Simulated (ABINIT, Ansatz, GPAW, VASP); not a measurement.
## One structure in several programs: AlRu (Pm-3m, 2 atoms in the cell)

Self-consistent single point.

```
CELL_PARAMETERS angstrom
      2.98250     0.00000     0.00000
      0.00000     2.98250     0.00000
      0.00000     0.00000     2.98250
ATOMIC_POSITIONS crystal
  Al 0.00000 0.00000 0.00000
  Ru 0.50000 0.50000 0.50000
```

Shared settings, as Ansatz (a quantum-chemistry and plane-wave program) writes them: kpoints.mp_grid.grid = 5 5 5; scf.occupations.method = gaussian; scf.occupations.width = 0.05 eV. Potentials and cutoffs stand in the table.

```tsv
code	model	pressure (GPa)	cutoff
GPAW	PBE, GPAW PAW datasets PBE (gpaw-data 1.0.1)	5.87	600 eV
VASP	PBE, VASP's PBE PAW potentials (set 64)	4.80	300 eV
ABINIT	PBE, PAW (JTH v2.0 PBE PAW)	5.29	571 eV
Ansatz	PBE, default PAW files	5.11	420 eV
```

On Ansatz's run: spin polarisation is off.

The spread over the programs that give each value: pressure within 1.07 GPa.

Ansatz's pressure is given at a fixed set of plane waves, as the other plane-wave codes print theirs; with its correction for the finite basis it is 5.19 GPa.

On the base mesh (11 11 11) the same programs gave: ABINIT pressure 4.71 GPa; Ansatz pressure 4.53 GPa; GPAW pressure 5.28 GPa; VASP pressure 4.20 GPa.

The values differ from the base mesh's, so the mesh still matters here: the table compares the programs at equal settings.

VASP's run is marked for a possible Pulay error in its stress at this cutoff; no cutoff test was made.

The starting cell comes from a database of computed structures (which also holds hypothetical and non-ambient phases and stackings), without a prior relaxation at this level.

Left out of this page: Quantum ESPRESSO, Elk, FLEUR and SIESTA (not drawn, or without a comparable value); CP2K (on another mesh).

Keys are those of Ansatz 0.2.
